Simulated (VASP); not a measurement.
Given:

```
CELL_PARAMETERS angstrom
     -2.21442     2.21442     2.21442
      2.21442    -2.21442     2.21442
      2.21442     2.21442    -2.21442
ATOMIC_POSITIONS crystal
  Ca 0.00000 0.00000 0.00000
```

Level of theory: r2SCAN meta-GGA, VASP's PBE PAW potentials (set 64) (plane waves; VASP 6.6.1). Settings: 400 eV cut-off, 13×13×13 Γ-centred mesh, tetrahedra with Blöchl corrections, potentials Ca_sv.

Q: Estimate the energy per atom (σ→0), band gap (over mesh and band path) with the smallest direct gap where there is one.

A: 
```json
{
  "band gap (over mesh and band path)": "none (metal, semimetal or under 0.01 eV)",
  "energy per atom (σ→0)": "-7.015 eV/atom"
}
```

Only differences to runs with the same potentials and settings are physical.

The structure was generated: Ca was put into the bcc type (Im-3m), which need not be its known phase. The cell was not relaxed at this level.
